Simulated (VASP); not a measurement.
VASP ran on this input.

**INCAR**
```
SYSTEM  =  La
PREC  =  Accurate; ENCUT  =  500; LREAL  =  .False.
LASPH  =  .True.
EDIFF  =  1E-6; NELM  =  100; ALGO  =  Normal
LMAXMIX  =  6
ISMEAR  =  1; SIGMA  =  0.1
GGA  =  PS
IBRION  =  2; NSW  =  40; ISIF  =  3
EDIFFG  =  -0.02
LWAVE  =  .False.; LCHARG  =  .False.
```

**POSCAR**
```
La
1
    1.8352316028    -3.1787145890     0.0000000000
    1.8352316028     3.1787145890    -0.0000000000
   -0.0000000000     0.0000000000    11.7177698022
La
4
Direct
  1.0000000000   0.0000000000   0.5000000000
  1.0000000000   0.0000000000   0.0000000000
  0.3333330000   0.6666670000   0.2500000000
  0.6666670000   0.3333330000   0.7500000000
```

**KPOINTS**
```
Regular mesh
0
G
10 10 3
0 0 0
```

POTCAR, in this order: La (PBE.64 set). Program: vasp_std.

Q: Write an equivalent input for Ansatz.

A: One equivalent input (not run):
Ansatz 0.2 input:
```yaml
crystal:
  lattice:
    - [1.8352316, -3.1787146, 0.0000000]
    - [1.8352316, 3.1787146, 0.0000000]
    - [0.0000000, 0.0000000, 11.7177698]
  atoms:
    - { symbol: La, position: [1.0000000, 0.0000000, 0.5000000] }
    - { symbol: La, position: [1.0000000, 0.0000000, 0.0000000] }
    - { symbol: La, position: [0.3333330, 0.6666670, 0.2500000] }
    - { symbol: La, position: [0.6666670, 0.3333330, 0.7500000] }
kpoints:
  mp_grid: { grid: [10, 10, 3] }
hamiltonian:
  xc: pbesol
  pseudopotentials: { kind: paw }
scf:
  occupations: { method: methfessel_paxton, width: 0.1 }
  max_iter: 100
relax:
  max_steps: 40
  f_tol: 0.02
  cell: {}
output: { forces: true, stress: true, eigenvalues: true }
```
The two are equivalent in intent, not identical: each code has its own PAW files, so the cut-off isn't converted (ENCUT is set for VASP's; basis.ecutwfc is left out, and Ansatz then takes the one that its files recommend); Ansatz stops its SCF on the density residual and VASP on the energy change (EDIFF).

The compound is La in the dhcp structure. It was relaxed first, which changed the volume by -9 %.
